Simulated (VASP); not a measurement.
OSZICAR of a VASP run on TiSi$_{2}$ (space group Fddd):

**OSZICAR**
```
       N       E                     dE             d eps       ncg     rms          rms(c)
DAV:   1     0.290890661039E+03    0.29089E+03   -0.14451E+04  3080   0.121E+03
DAV:   2    -0.383010428543E+01   -0.29472E+03   -0.29201E+03  3152   0.391E+02
DAV:   3    -0.419731878917E+02   -0.38143E+02   -0.37694E+02  5656   0.116E+02
DAV:   4    -0.443821242775E+02   -0.24089E+01   -0.24041E+01  4120   0.271E+01
DAV:   5    -0.445364170051E+02   -0.15429E+00   -0.15429E+00  4896   0.615E+00    0.172E+01
DAV:   6    -0.415527111987E+02    0.29837E+01   -0.52144E+01  4440   0.491E+01    0.747E+00
DAV:   7    -0.406871081542E+02    0.86560E+00   -0.12242E+01  4256   0.231E+01    0.460E+00
DAV:   8    -0.406114095391E+02    0.75699E-01   -0.13188E+00  4328   0.864E+00    0.141E+00
DAV:   9    -0.405847102658E+02    0.26699E-01   -0.31027E-01  4384   0.420E+00    0.450E-01
DAV:  10    -0.405844974502E+02    0.21282E-03   -0.68394E-03  4136   0.590E-01    0.161E-01
DAV:  11    -0.405843793500E+02    0.11810E-03   -0.41746E-03  4472   0.451E-01    0.105E-01
DAV:  12    -0.405843055894E+02    0.73761E-04   -0.96989E-04  4536   0.215E-01    0.131E-02
DAV:  13    -0.405843052635E+02    0.32589E-06   -0.35778E-05  4496   0.486E-02    0.793E-03
DAV:  14    -0.405843036005E+02    0.16630E-05   -0.58644E-07  3016   0.631E-03    0.361E-03
DAV:  15    -0.405843028255E+02    0.77498E-06   -0.89540E-07  2952   0.647E-03
   1 F= -.40584303E+02 E0= -.40557477E+02  d E =-.536512E-01
```

**Question.** Which electronic solver shows in the log?

**Answer.** It is blocked Davidson (ALGO = Normal, or the opening steps of other solvers). The INCAR had ALGO = Normal.

**Question.** Can the final energy be trusted as converged?

**Answer.** Self-consistency was reached. It stopped with EDIFF = 1E-6, NELM = 100 (PBE GGA, plane waves, VASP's PBE PAW potentials (set 64)).

The structure comes from a computed database's TiSi2 entry; how it stands against other phases isn't given here. The cell was not relaxed at this level.
